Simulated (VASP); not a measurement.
Here is the system:

```yaml
crystal:
  lattice:
    - [-1.39585, 1.39585, 1.39585]
    - [1.39585, -1.39585, 1.39585]
    - [1.39585, 1.39585, -1.39585]
  atoms:
    - { symbol: Fe, position: [0.00000, 0.00000, 0.00000], spin: 2.1 }
```

Calculation: vdW-DF-cx, VASP's PBE PAW potentials (set 64) (plane waves; VASP). Settings: 520 eV cut-off, Gaussian smearing of 0.050 eV, potentials Fe.

Give the spin-up energies of bands 1 to 6 at the high-symmetry points, in eV from the Fermi level.

```tsv
band	Γ	H	N	P
1	-8.77	-5.10	-5.19	-3.41
2	-2.41	-5.10	-3.58	-3.41
3	-2.41	0.18	-0.99	-3.41
4	-2.41	0.18	-0.83	-0.79
5	-1.04	0.18	0.44	-0.79
6	-1.04	10.16	0.47	8.89
```

Give the spin-down energies of bands 1 to 6 at the high-symmetry points, in eV from the Fermi level.

```json
[
 {"band": "1", "Γ": "-8.50", "H": "-3.42", "N": "-3.95", "P": "-2.06"},
 {"band": "2", "Γ": "-0.60", "H": "-3.42", "N": "-1.95", "P": "-2.06"},
 {"band": "3", "Γ": "-0.60", "H": "2.26", "N": "0.67", "P": "-2.06"},
 {"band": "4", "Γ": "-0.60", "H": "2.26", "N": "1.35", "P": "1.79"},
 {"band": "5", "Γ": "1.47", "H": "2.26", "N": "1.74", "P": "1.79"},
 {"band": "6", "Γ": "1.47", "H": "10.52", "N": "2.58", "P": "9.84"}
]
```

It has no gap at this level: it comes out as a metal or semimetal.

The compound is Fe in the bcc structure. It was relaxed first, which changed the volume by -8 %.
